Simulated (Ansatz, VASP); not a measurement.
La2AlF: VASP beside Ansatz

Contents of INCAR:

```
PREC = Accurate ; ENCUT = 520
EDIFF = 1E-6 ; ISMEAR = 0
SIGMA = 0.1 ; LREAL = False
LASPH = True ; NELM = 80
ALGO = Normal ; ISIF = 2
LWAVE = False ; LCHARG = True
GGA = PE ; LELF = True
LVHAR = True ; NBANDS = 24
```

Contents of KPOINTS:

```
Automatic mesh
0
Gamma
  6 6 4
```

Contents of POSCAR:

```
La2AlF
1.0
    4.9754248800      0.0000000000      0.0000000000
   -2.4877124400      4.3088443400      0.0000000000
    0.0000000000      0.0000000000      4.0941327700
La Al F
2 1 1
Direct
    0.3333333300      0.6666666700      0.0000000000
    0.6666666700      0.3333333300      0.0000000000
    0.0000000000      0.0000000000      0.5000000000
    0.0000000000      0.0000000000      0.0000000000
```

Input for Ansatz:

```yaml
crystal:
  lattice:
    - [4.97542488, 0.0, 0.0]
    - [-2.48771244, 4.30884434, 0.0]
    - [0.0, 0.0, 4.09413277]
  atoms:
    - { symbol: La, position: [0.33333333, 0.66666667, 0.0] }
    - { symbol: La, position: [0.66666667, 0.33333333, 0.0] }
    - { symbol: Al, position: [0.0, 0.0, 0.5] }
    - { symbol: F, position: [0.0, 0.0, 0.0] }
basis:
  ecutwfc: 420
kpoints:
  mp_grid: { grid: [6, 6, 4] }
hamiltonian:
  xc: pbe
scf:
  occupations: { method: gaussian, width: 0.1 }
  lower_state_search: "off"
output:
  forces: true
  stress: true
  eigenvalues: true
```

Alike in both runs: task single point; functional PBE; k mesh 6 × 6 × 4; occupations gaussian, width 0.1 eV; no spin polarisation.

```csv
,VASP,Ansatz
version,VASP 6.6.1,Ansatz 0.2.0
potentials or method,"VASP PAW PBE potentials, release 64 (La, Al, F)","scalar-relativistic, plane waves, PAW"
plane-wave cutoff (eV),520,420
valence electrons in the cell,32,32
```

Ansatz gave:

* gap on the k mesh at the Fermi level (eV): none
* pressure (GPa): 7.4
* largest component of the traceless stress (GPa): 9.03

**Question.** What did VASP give for the same quantities?

**Answer.** gap on the k mesh at the Fermi level (eV): none; pressure (GPa): 7.3; largest component of the traceless stress (GPa): 8.97.

A gap of «none» marks a metal or a gap that the smearing closes. With one functional, cell and mesh, what is left measures potentials, basis and numerics.

Caveats: the k mesh is coarse (spacing up to 0.38 Å⁻¹), so the values aren't converged. The runs have no spin-orbit coupling, so splittings on La are missing.
